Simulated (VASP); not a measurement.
Energy against volume of Ni (fcc). All values below come from vdW-DF-cx, VASP's PBE PAW potentials (set 64) (plane waves; VASP).

| V (Å³/atom) | E (eV/atom) |
|---|---|
| 9.820 | -3.00882 |
| 10.133 | -3.03165 |
| 10.447 | -3.03884 |
| 10.760 | -3.03292 |
| 11.073 | -3.01603 |

**Question.** Fit a third-order Birch-Murnaghan equation of state.

**Answer.** 
| Property | Value |
|---|---|
| volume per atom | 10.45 Å³/atom |
| bulk modulus | 222 GPa |
| pressure derivative of the bulk modulus | 4.90 |
| lattice constant a | 3.471 Å |

Measured: bulk modulus 192 GPa at 0 K (computed value off by +15.3 %), as given by Daniel Mejia-Rodriguez et al., Physical Review B (2018), arXiv:1807.09216 [0 K value with the zero-point phonon effect removed]; a 3.508 Å at 0 K (computed value off by -1.1 %), as given by Daniel Mejia-Rodriguez et al., Physical Review B (2018), arXiv:1807.09216 [static lattice: zero-point anharmonic expansion removed].

The compound is Ni in the fcc structure. It was relaxed first.
